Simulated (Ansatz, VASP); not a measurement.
**ZnH2 (CdI2 type (invented)) in two plane-wave programs**

Aim: how closely do two programs agree when they are given the same cell, functional and k mesh? The cell is generated by rule, not measured, and may not be a known phase. The cell is taken from a series of runs on this material, whose earlier steps may have relaxed, scaled, displaced or heated it; both programs get it as it stands.

Calculated with Ansatz 0.2.0; plane waves, with VASP 6.6.1 beside it; PBEsol.

## 1. The starting structure

The structure is trigonal, space group P-3m1 (No. 164). Conventional cell: a = 2.737 Å, b = 2.737 Å, c = 4.313 Å, α = 90.00°, β = 90.00°, γ = 120.00°. Nearest to Zn lie 6 H at 1.86 Å. Nearest to H lie 3 Zn at 1.86 Å. Farther neighbours are not listed.

Structure file:

```
Zn H
1.0
     2.73718    0.00000    0.00000
    -1.36859    2.37047    0.00000
     0.00000    0.00000    4.31318
Zn H
1 2
Direct
  0.00000 0.00000 0.00000
  0.33333 0.66667 0.22814
  0.66667 0.33333 0.77186
```

## 2. VASP: relaxation of cell and atoms, PBEsol

The relaxed volume is the usual yardstick between codes: in a stiff, nearly cubic crystal its relative difference is about their pressure difference at one cell divided by the bulk modulus.

Lines of VASP's logs that name or quote its potential files are left out, and so is its time.

The input, INCAR:

```
SYSTEM = ZnH2
PREC = Accurate
ENCUT = 500
EDIFF = 1E-07
NELM = 120
ISMEAR = 0
SIGMA = 0.02
LREAL = .FALSE.
ALGO = Normal
GGA = PS
NBANDS = 13
LORBIT = 11
LWAVE = .FALSE.
LCHARG = .FALSE.
ISIF = 3
IBRION = 2
NSW = 80
EDIFFG = -0.005
LASPH = .TRUE.
GGA_COMPAT = .FALSE.
NELMIN = 4
EFERMI = MIDGAP
KPAR = 2
```

The input, POSCAR:

```
ZnH2
1.0
    2.7371840000      0.0000000000      0.0000000000
   -1.3685920000      2.3704710000      0.0000000000
    0.0000000000      0.0000000000      4.3131780000
Zn H
1 2
Direct
    0.0000000000      0.0000000000      0.0000000000
    0.3333333333      0.6666666667      0.2281445375
    0.6666666667      0.3333333333      0.7718554625
```

The input, KPOINTS:

```
Automatic mesh
0
Gamma
12 12 6
0 0 0
```

PAW data sets: Zn and H (PBE family, release 64).

Started as:

```sh
> mpirun -np 2 vasp_std
```

Numbers of over 12 decimals in the logs are rounded to 6 here.

What it wrote:

```text
[banner, memory and clock lines left out]
running    2 mpi-ranks, on    1 nodes
 distrk:  each k-point on    1 cores,    2 groups
 distr:  one band on    1 cores,    1 groups

 POSCAR found type information on POSCAR ZnH
 POSCAR found :  2 types and       3 ions
|                                                                             |
|               ----> ADVICE to this user running VASP <----                  |
|                                                                             |
|     You enforced a specific xc type in the INCAR file but a different       |
|     [... a line on the potential file left out ...]
|     I HOPE YOU KNOW WHAT YOU ARE DOING!                                     |
|                                                                             |

 LDA part: xc-table for (Slater+PW92), standard interpolation
 POSCAR, INCAR and KPOINTS ok, starting setup
 FFT: planning ... GRIDC
 FFT: planning ... GRID_SOFT
 FFT: planning ... GRID
 WAVECAR not read
 entering main loop
       N       E                     dE             d eps       ncg     rms          rms(c)
DAV:   1     0.491426438064E+02    0.49143E+02   -0.70715E+03  2608   0.135E+03
DAV:   2    -0.557860666641E+01   -0.54721E+02   -0.51377E+02  2680   0.225E+02
DAV:   3    -0.791492176147E+01   -0.23363E+01   -0.23299E+01  3150   0.474E+01
DAV:   4    -0.792562373124E+01   -0.10702E-01   -0.10701E-01  2840   0.341E+00
DAV:   5    -0.792563771949E+01   -0.13988E-04   -0.13988E-04  3105   0.119E-01    0.657E+00
DAV:   6    -0.746645270633E+01    0.45919E+00   -0.13046E+00  3140   0.324E+01    0.484E+00
DAV:   7    -0.738813144922E+01    0.78321E-01   -0.17773E-01  2805   0.553E+00    0.184E+00
DAV:   8    -0.737620215406E+01    0.11929E-01   -0.20984E-02  3676   0.201E+00    0.301E-01
DAV:   9    -0.737622008091E+01   -0.17927E-04   -0.26359E-03  2865   0.556E-01    0.523E-02
DAV:  10    -0.737619975340E+01    0.20328E-04   -0.21026E-04  3316   0.293E-01    0.133E-02
DAV:  11    -0.737620402158E+01   -0.42682E-05   -0.17101E-05  2897   0.621E-02    0.274E-03
DAV:  12    -0.737620434096E+01   -0.31938E-06   -0.16914E-06  2940   0.176E-02    0.124E-03
DAV:  13    -0.737620433885E+01    0.21100E-08   -0.16117E-07  2942   0.408E-03
   1 F= -.73762043E+01 E0= -.73762043E+01  d E =-.737620E+01
[...]
2 F= -.73762302E+01 E0= -.73762302E+01  d E =-.258487E-04
[...]
3 F= -.73762359E+01 E0= -.73762359E+01  d E =-.315422E-04
[...]
4 F= -.73762523E+01 E0= -.73762523E+01  d E =-.164475E-04
[...]
5 F= -.73762920E+01 E0= -.73762920E+01  d E =-.561490E-04
[...]
6 F= -.73763304E+01 E0= -.73763304E+01  d E =-.945328E-04
[...]
7 F= -.73763569E+01 E0= -.73763569E+01  d E =-.264735E-04
 ZBRENT: can't locate minimum, use default step
 trial-energy change:   -0.000026  1 .order   -0.000027   -0.000030   -0.000024
 step:   6.3374(harm=  7.9669)  dis= 0.00259  next Energy=    -7.376407 (dE=-0.764E-04)
 bond charge predicted
       N       E                     dE             d eps       ncg     rms          rms(c)
DAV:   1    -0.737933747575E+01   -0.29806E-02   -0.43722E-02  2970   0.353E+00    0.368E-01
DAV:   2    -0.737695925547E+01    0.23782E-02   -0.87677E-03  3115   0.244E+00    0.153E-01
DAV:   3    -0.737653221215E+01    0.42704E-03   -0.46041E-04  2885   0.310E-01    0.790E-02
DAV:   4    -0.737639668964E+01    0.13552E-03   -0.15396E-04  2906   0.202E-01    0.124E-02
DAV:   5    -0.737639803099E+01   -0.13414E-05   -0.23996E-05  2786   0.551E-02    0.333E-03
DAV:   6    -0.737639806711E+01   -0.36113E-07   -0.11874E-06  2990   0.172E-02    0.118E-03
DAV:   7    -0.737639800852E+01    0.58584E-07   -0.48799E-08  1515   0.494E-03
   8 F= -.73763980E+01 E0= -.73763980E+01  d E =-.675947E-04
 curvature:  -8.19 expect dE=-0.387E-04 dE for cont linesearch -0.124E-07
 trial: gam= 0.30584 g(F)=  0.972E-06 g(S)=  0.376E-05 ort =-0.253E-06 (trialstep = 0.253E+01)
 search vector abs. value=  0.852E-05
 reached required accuracy - stopping structural energy minimisation
```

From OUTCAR (step 2):

```text
ion  position               nearest neighbor table
   1  0.000  0.000  0.000-   2 1.86   3 1.86   3 1.86   2 1.86   3 1.86   2 1.86
   2  0.333  0.667  0.228-   1 1.86   1 1.86   1 1.86
   3  0.667  0.333  0.772-   1 1.86   1 1.86   1 1.86

  LATTYP: Found a hexagonal cell.
 ALAT       =     2.7371840000
 C/A-ratio  =     1.5757720343

 Subroutine GETGRP returns: Found 12 space group operations
 (whereof 12 operations were pure point group operations)

The static configuration has the point symmetry D_3d.

 Found    100 irreducible k-points:

   k-points           NKPTS =    100   k-points in BZ     NKDIM =    100   number of bands    NBANDS=     13

   dimension x,y,z NGX =    20 NGY =   20 NGZ =   32
   dimension x,y,z NGXF=    40 NGYF=   40 NGZF=   64

   ENCUT  =  500.0 eV  36.75 Ry    6.06 a.u.   4.99  4.99  7.86*2*pi/ulx,y,z

   NELECT =      14.0000    total number of electrons

 k-points in reciprocal lattice and weights: Automatic mesh
   0.00000000  0.00000000  0.00000000       0.001
   0.08333333  0.00000000  0.00000000       0.007
   0.16666667  0.00000000  0.00000000       0.007
   0.25000000  0.00000000  0.00000000       0.007
   0.33333333  0.00000000  0.00000000       0.007
   0.41666667  0.00000000  0.00000000       0.007
   0.50000000  0.00000000  0.00000000       0.003
   0.08333333  0.08333333  0.00000000       0.007
   0.16666667  0.08333333  0.00000000       0.014
[...]
0.33333333  0.25000000  0.50000000       0.014
   0.33333333  0.33333333  0.50000000       0.002

 average (electrostatic) potential at core
       1 -38.7730       2 -35.2825       3 -35.2825

 E-fermi :   0.7612

 k-point     1 :       0.0000    0.0000    0.0000
  band No.  band energies     occupation
    ...
      3      -6.7478      2.00000
      4      -6.7478      2.00000
      5      -6.2941      2.00000
      6      -6.2941      2.00000
      7      -3.4030      2.00000
      8       3.8753      0.00000
      9      13.7765      0.00000
     10      14.9972      0.00000
     11      17.5098      0.00000
     12      17.5098      0.00000
    ...

 k-point     2 :       0.0833    0.0000    0.0000
  band No.  band energies     occupation
    ...
      3      -6.7574      2.00000
      4      -6.7038      2.00000
      5      -6.4002      2.00000
      6      -6.3020      2.00000
      7      -3.1194      2.00000
      8       4.0253      0.00000
      9      12.6577      0.00000
     10      13.8059      0.00000
     11      16.1494      0.00000
     12      16.9516      0.00000
    ...

 k-point     3 :       0.1667    0.0000    0.0000
  band No.  band energies     occupation
    ...
      3      -6.6853      2.00000
      4      -6.5865      2.00000
      5      -6.5818      2.00000
      6      -6.3231      2.00000
      7      -2.3935      2.00000
      8       4.4786      0.00000
      9       9.7370      0.00000
     10      12.2668      0.00000
     11      14.3703      0.00000
     12      16.4459      0.00000
    ...

  Total        0.0101065      0.0101065      0.0054206      0.0000000     -0.0000000     -0.0000000
  in kB        0.5833980      0.5833980      0.3129028      0.0000000     -0.0000000     -0.0000000
  external PRESSURE =       0.4932329 kB  Pullay stress =       0.0000000 kB

  energy-cutoff  :      500.00
  volume of cell :       27.76
      direct lattice vectors                 reciprocal lattice vectors
     2.736735900 -0.000000000  0.000000000     0.365398795  0.210963082  0.000000000
    -1.368367950  2.370082934  0.000000000     0.000000000  0.421926164 -0.000000000
    -0.000000000  0.000000000  4.279092909    -0.000000000 -0.000000000  0.233694388

 POSITION                                       TOTAL-FORCE (eV/Angst)
 -----------------------------------------------------------------------------------
      0.00000      0.00000      0.00000        -0.000000      0.000000      0.000000
     -0.00000      1.58006      0.98676        -0.000000     -0.000000      0.003173
      1.36837      0.79003      3.29233         0.000000      0.000000     -0.003173
 -----------------------------------------------------------------------------------
    total drift:                                0.000000      0.000000      0.000000

  FREE ENERGIE OF THE ION-ELECTRON SYSTEM (eV)
  ---------------------------------------------------
  free  energy   TOTEN  =        -7.3763980085 eV

  energy  without entropy=       -7.3763980085  energy(sigma->0) =       -7.37639801

 reached required accuracy - stopping structural energy minimisation

 total charge
# of ion       s       p       d       tot
------------------------------------------
    1        0.517   0.518   9.804  10.839
    2        0.510   0.010   0.000   0.520
    3        0.510   0.010   0.000   0.520
--------------------------------------------------
tot          1.536   0.539   9.804  11.880

[... 3 further parts left out ...]
```

CONTCAR:

```
ZnH2
   1.00000000000000
     2.7367358995312721   -0.0000000000000000    0.0000000000000000
    -1.3683679497656360    2.3700829335498397    0.0000000000000000
    -0.0000000000000000    0.0000000000000000    4.2790929092501733
  Zn              H
     1     2
Direct
     0.0000000000000000    0.0000000000000000    0.0000000000000000
     0.3333333332999970    0.6666666667000030    0.2306004167539777
     0.6666666667000030    0.3333333332999970    0.7693995832460224
```

## 3. Ansatz: relaxation of cell and atoms, PBEsol

Ansatz runs on its default PAW (the set named soft_2) files.

The same cell, functional, mesh and smearing now go to Ansatz, which takes its cutoff from its data sets.

The input, input.yaml:

```yaml
crystal:
  lattice:
    - [2.7371842898, 2.611e-07, 0.0]
    - [-1.368592371, 2.3704709992, 0.0]
    - [0.0, 0.0, 4.3131784824]
  atoms:
    - { symbol: Zn, position: [0.0, 0.0, 0.0] }
    - { symbol: H, position: [0.3333333333, 0.6666666667, 0.2281445246] }
    - { symbol: H, position: [0.6666666667, 0.3333333333, 0.7718554754] }
kpoints:
  mp_grid: { grid: [12, 12, 6] }
hamiltonian:
  xc: pbesol
scf:
  occupations: { method: gaussian, width: 0.02 }
output:
  forces: true
  stress: true
  eigenvalues: true
relax:
  adjacent_minimum: "off"
  f_tol: 0.005
  max_steps: 80
  cell: { stress_tol: 0.05 }
```

Started as:

```sh
> ansatz run input.yaml --threads 2 --pin off --max-ram 5120MiB --backend cpu --events-out ev --progress --plain --runs-dir out
```

What it wrote:

```text
Engine: ansatz 0.2.0, aarch64-unknown-linux-gnu
Pseudopotentials: kind: paw
Pseudopotential: Zn, paw, valence charge 12, recommended cutoff 420 eV (normal), Zn.paw.azcp
Pseudopotential: H, paw, valence charge 1, recommended cutoff 420 eV (normal), H.paw.azcp
Functional definition: PBEsol
  exchange = pbesol_x
  correlation = pbesol_c
Crystal: 3 atoms, lattice volume = 27.986 Å³
Basis set: ecut = 420 eV, 537 PW (Γ), exchange–correlation on 40×40×60 points (8 copies of the dense FFT grid, shifted against one another)
Bands: 11, of which v1, the nominal top of the filled ones, is band 7 counted from 1 (6 counted from 0)
Symmetry: 12 space group operations
Space group: P-3m1 (ITA 164), of the structure as read, at distance tolerance 3.0e-5 Å
k-points: 100 of 864
Non-local potential: Zn, projectors of the file, l = 0: 2, l = 1: 2, l = 2: 3, l = 3: 1
Non-local potential: H, projectors of the file, l = 0: 2, l = 1: 1
PAW form: soft (Blöchl's): semilocal exchange-correlation on the pseudo side does not see the compensation charge
PAW frozen core: Zn, regenerated for the run's functional, and the local potential with it (the file was generated under x = pbe(κ = 0.804, μ = 0.219515), c = pbe(β = 0.066725))
PAW one-centre angular grid: Zn, 590 points (default); XC on 64 Gauss nodes
PAW one-centre angular grid: H, 110 points (default); XC on 64 Gauss nodes
Initial density: superposition of atomic densities (neutral atoms: chi_scale 0, normalization atom), corrected by the library's trained network
Initial wavefunctions: pseudopotential atomic-orbital guess
Functional: x = pbesol(κ = 0.804, μ = 0.123457), c = pbesol(β = 0.046)
SCF iter   1: F=—  HF=-3311.408241 eV  |F-HF|=—  |Δ(HF+E_count)|=         —  Δρ=9.77e-3  dr2=1.35e-2  ethr=1.77e-3  ⟨swp⟩=5.9  Hψ=6686  notcnv=0
preconditioner: auto → none  [insulator: Δε(μ)=1.730 eV  Ē_g=13.839 eV  σ=0.020 eV  W_gap=1.00  n_scr=2 (ndim 8)  ℏωp=26.3 eV  f_vac=0.017  D(μ)=0.00/eV (n_scr^D=0)  ε∞_Penn≈4.6]
SCF iter   2: F=—  HF=-3311.404704 eV  |F-HF|=—  |Δ(HF+E_count)|=   3.54e-3  Δρ=2.71e-3  dr2=1.43e-3  ethr=9.62e-5  ⟨swp⟩=2.3  Hψ=2891  notcnv=0
SCF iter   3: F=—  HF=-3311.404253 eV  |F-HF|=—  |Δ(HF+E_count)|=   4.51e-4  Δρ=2.31e-3  dr2=7.85e-4  ethr=1.02e-5  ⟨swp⟩=2.0  Hψ=2196  notcnv=0
SCF iter   4: F=—  HF=-3311.404009 eV  |F-HF|=—  |Δ(HF+E_count)|=   2.45e-4  Δρ=2.05e-4  dr2=6.03e-6  ethr=5.61e-6  ⟨swp⟩=2.0  Hψ=2097  notcnv=0
SCF iter   5: F=—  HF=-3311.404009 eV  |F-HF|=—  |Δ(HF+E_count)|=   4.65e-7  Δρ=3.87e-5  dr2=2.45e-7  ethr=4.30e-8  ⟨swp⟩=2.0  Hψ=1800  notcnv=0
SCF iter   6: F=-3311.404009 eV  HF=-3311.404009 eV  |F-HF|=2.15e-9  |Δ(HF+E_count)|=   1.39e-7  Δρ=4.23e-6  dr2=4.46e-9  ethr=7.14e-10  ⟨swp⟩=5.5  Hψ=5300  notcnv=0
SCF 1 converged in 6 iterations: F = -3311.404009 eV  dr2 = 4.46e-9
  greatest PAW one-centre occupation: 0.986 electrons in one spin orbital (limit 2), on the Zn atom at site 0 (counted from 0), in its partial waves of l = 2
relax step   1: F+E_penalty+E_count = -3311.40400919 eV  Δ(F+E_penalty+E_count) = +0.000e0 eV  max|allowed force component| = 1.473e-4 eV/Å  Δτ_max = 0.0000 Å  P = -0.008 GPa  Ω = 27.986 Å³  (6 SCF iters, dr2 threshold 1.00e-7 eV, accepted)
Initial density: handed on by an earlier stage of this run
Initial wavefunctions: pseudopotential atomic-orbital guess (no wavefunctions were taken with the density)
iter 1 solved again at ethr=6.15e-8 eV; its pass at ethr=3.10e-3 eV (dr2=8.61e-6 eV) is discarded
SCF iter   1: F=—  HF=-3311.404009 eV  |F-HF|=—  |Δ(HF+E_count)|=         —  Δρ=4.25e-6  dr2=4.72e-9  ethr=6.15e-8  ⟨swp⟩=3.1  Hψ=9915  notcnv=0
preconditioner: auto → none  [insulator: Δε(μ)=1.795 eV  Ē_g=13.884 eV  σ=0.020 eV  W_gap=1.00  n_scr=2 (ndim 8)  ℏωp=26.3 eV  f_vac=0.019  D(μ)=0.00/eV (n_scr^D=0)  ε∞_Penn≈4.6]
SCF iter   2: F=—  HF=-3311.404009 eV  |F-HF|=—  |Δ(HF+E_count)|=   1.38e-7  Δρ=2.13e-6  dr2=7.82e-10  ethr=3.37e-11  ⟨swp⟩=2.1  Hψ=1812  notcnv=0
SCF iter   3: F=—  HF=-3311.404009 eV  |F-HF|=—  |Δ(HF+E_count)|=   1.16e-9  Δρ=5.98e-7  dr2=6.86e-11  ethr=5.59e-12  ⟨swp⟩=2.2  Hψ=1550  notcnv=0
SCF iter   4: F=—  HF=-3311.404009 eV  |F-HF|=—  |Δ(HF+E_count)|=  1.32e-10  Δρ=4.28e-7  dr2=3.35e-11  ethr=1.00e-12  ⟨swp⟩=5.9  Hψ=4828  notcnv=0
SCF iter   5: F=-3311.404009 eV  HF=-3311.404009 eV  |F-HF|=4.55e-13  |Δ(HF+E_count)|=  1.36e-11  Δρ=4.64e-8  dr2=3.78e-13  ethr=1.00e-12  ⟨swp⟩=5.5  Hψ=4456  notcnv=0
SCF 2 converged in 5 iterations: F = -3311.404009 eV  dr2 = 3.78e-13
relax step   2: F+E_penalty+E_count = -3311.40400919 eV  Δ(F+E_penalty+E_count) = -1.206e-9 eV  max|allowed force component| = 1.613e-4 eV/Å  Δτ_max = 0.0000 Å  P = -0.008 GPa  Ω = 27.986 Å³  stress off target by 1.22e-2 GPa  SCF on the basis re-selected at this cell (its energy is not comparable with the rows above)  (5 SCF iters)
basis re-selected at this cell: Δ(F+E_penalty+E_count) = -1.206e-9 eV, ΔP = -0.000 GPa vs the last step (what re-selecting the basis moved, of the pressure what is left beyond the Pulay correction that the steps carried, after the strain that the cell walked since its last selection, with what the two solves' SCF thresholds leave and, on support functions, any second-order correction that the steps lacked; it is no m [...]
SCF converged after 5 iterations
Free energy (F): -3311.404009 eV
Harris-Foulkes:  -3311.404009 eV  (|F-HF|=4.55e-13)
Internal energy: -3311.404009 eV  (E = F + TS)
E sigma→0 (E₀):  -3311.404009 eV
Fermi energy:    5.197445 eV
--- Per-component energies (eV) ---
  E_band       = -21.064123
  E_kinetic    = 157.264348
  E_local      = -2102.460778  (includes V_loc(G=0)·N_el)
  E_nonlocal   = 617.687115
  E_hartree    = 889.088899
  E_xc         = -153.119355
  E_vxc        = -75.273304  (∫ρ·V_xc dr)
  E_paw        = -1791.343412  (= ΣΔE_a)
  E_vpaw       = -396.456695  (= ΣTr[D̂ρ^β])
  E_aug_tail   = -0.002631  (compensation charges beyond the density's cutoff)
  E_ewald      = -929.315551
  E_core_change = 0.797355  (= ΣΔE_core)
  E_smearing   = -0.000000  (= −TS)
  E_closure    = -0.000000  (closes the sum)
  Σ components = -3311.404009   (vs F -3311.404009, Δ=0.00e0)
--- Forces (eV/Å), atoms counted from 1 ---
  atom   1  Zn     0.00000000     0.00000000     0.00000000
  atom   2  H     -0.00000000    -0.00000000    -0.00016129
  atom   3  H      0.00000000     0.00000000     0.00016129
  max |Σ_I F_I| component: 2.71e-20 eV/Å
--- Stress (GPa, compression-positive) ---
       -0.005620      -0.000000      -0.000000
       -0.000000      -0.005620       0.000000
       -0.000000       0.000000      -0.012222
  P = ⅓ Tr σ = -0.0078 GPa (-0.078 kbar)
--- Band table (eV; the first three rows and the last of 100) ---
  k-point 0: bands = [... 3 lower, -2.3121, -1.8577, -1.8577, 0.9756, 8.2890, 18.0637, 19.3645, 21.9166]
  k-point 1: bands = [... 3 lower, -2.3074, -1.8583, -1.8583, 0.4553, 9.2439, 17.9648, 19.1305, 22.0139]
  k-point 2: bands = [... 3 lower, -2.1961, -1.8596, -1.8596, -0.4887, 11.4993, 16.8057, 19.0757, 22.2274]
  k-point 99: bands = [... 3 lower, -2.2507, -1.8988, 2.9778, 2.9778, 6.8023, 9.8293, 9.8293, 10.0676]
--- Relaxed structure (1 steps of the walk, 1 accepted, 1 SCFs on fresh bases) ---
  F+E_penalty+E_count = -3311.40400919 eV   max|allowed force component| = 1.613e-4 eV/Å   (the final SCF, on the basis selected at the relaxed cell)
  cell:  # Å, volume = 27.9857 Å³
    - [2.737184, 2.6108889594534926e-7, 0.0]
    - [-1.368592, 2.370471, 0.0]
    - [0.0, 0.0, 4.3131784824]
  atoms:
    - { symbol: Zn, position: [0.0, 0.0, 0.0] }
    - { symbol: H, position: [0.333333, 0.666667, 0.228145] }
    - { symbol: H, position: [0.666667, 0.333333, 0.7718554754] }
```

The column dr2 measures how far the density is from self-consistency, as an energy; F and HF (Harris–Foulkes) agree once it is small.

## 4. Comparison

Known differences besides the potentials themselves: the cutoff is 420 eV in Ansatz and 500 eV in VASP; Ansatz makes its cores anew for this functional, VASP keeps those of its PBE data sets; Ansatz adds a Pulay correction to the stress that steers its cell, VASP none. Total energies have different zeros and are not compared.

The two programs side by side:

```tsv
quantity	Ansatz	VASP	difference
volume (Å³)	27.99	27.76	+0.83 %
edge a after relaxation, in the typed setting (Å)	2.737	2.737	+0.02 %
edge c after relaxation, in the typed setting (Å)	4.313	4.279	+0.80 %
```

## 5. Outcome

| Item | Value |
| --- | --- |
| difference in volume (relaxation of cell and atoms, PBEsol) | 0.83 % |

**Reading.** The difference in volume is 0.83 % (relaxation of cell and atoms, PBEsol), within the 1.2 % picked in this series as the mark of a large difference, as far as the stopping tolerances let one tell. How closely two codes agree says nothing of how well the functional describes the real material.

[Lines on the potential files, build, host, timing and source positions are cut from VASP's logs without a mark.]

[Logs are printed without paths, hosts, clocks, repeated set-up lines and the standing remarks that a program may print on its own settings, such as how far it seeks lower states.]

[Hosts, paths, dates, database ids (printed as entryN), source tags and the programs' standing remarks are cut or masked in the printed files.]
